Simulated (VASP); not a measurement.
An input for Ansatz (written as the equivalent of a VASP run, and not itself run):

Ansatz 0.2 input:
```yaml
crystal:
  lattice:
    - [0.0000000, 3.9050800, 3.9050800]
    - [3.9050800, 0.0000000, 3.9050800]
    - [3.9050800, 3.9050800, 0.0000000]
  atoms:
    - { symbol: Cs, position: [0.0000000, 0.0000000, 0.0000000] }
    - { symbol: I, position: [0.5000000, 0.5000000, 0.5000000] }
kpoints:
  mp_grid: { grid: [5, 5, 5] }
hamiltonian:
  xc: r2scan
  pseudopotentials: { kind: paw }
scf:
  occupations: { method: gaussian, width: 0.05 }
  max_iter: 100
relax:
  max_steps: 60
  f_tol: 0.01
  cell: {}
output: { forces: true, stress: true, eigenvalues: true }
```

Question: Translate this input to VASP (INCAR, KPOINTS, POSCAR, choice of POTCAR).

Answer: This is not unique; one that fits is 
File POSCAR:
```
CsI
1.0
  0.0000000000   3.9050800000   3.9050800000
  3.9050800000   0.0000000000   3.9050800000
  3.9050800000   3.9050800000   0.0000000000
Cs I
1 1
Cart
  0.0000000000   0.0000000000   0.0000000000
  3.9050800000   3.9050800000   3.9050800000
```

### KPOINTS
```
Automatic
0
Gamma
  5 5 5
```

**INCAR**
```
SYSTEM = CsI
PREC = Accurate
ENCUT = 400
EDIFF = 1E-6
NELM = 100
ALGO = Normal
LREAL = .FALSE.
LASPH = .TRUE.
ISMEAR = 0
SIGMA = 0.05
METAGGA = R2SCAN
LMIXTAU = .TRUE.
LMAXMIX = 4
LWAVE = .FALSE.
LCHARG = .FALSE.
IBRION = 2
ISIF = 3
NSW = 60
EDIFFG = -0.01
```

POTCAR, in this order: Cs_sv I (PBE.64 set). Program: vasp_std.

Limits of the translation: each code has its own PAW files, so the cut-off isn't converted (ENCUT is set for VASP's; basis.ecutwfc is left out, and Ansatz then takes the one that its files recommend); Ansatz stops its SCF on the density residual and VASP on the energy change (EDIFF).

The structure comes from a computed database's CsI entry (Fm-3m); how it stands against other phases isn't given here. This run relaxes it. Symmetry was kept, so distortions that lower it aren't found.
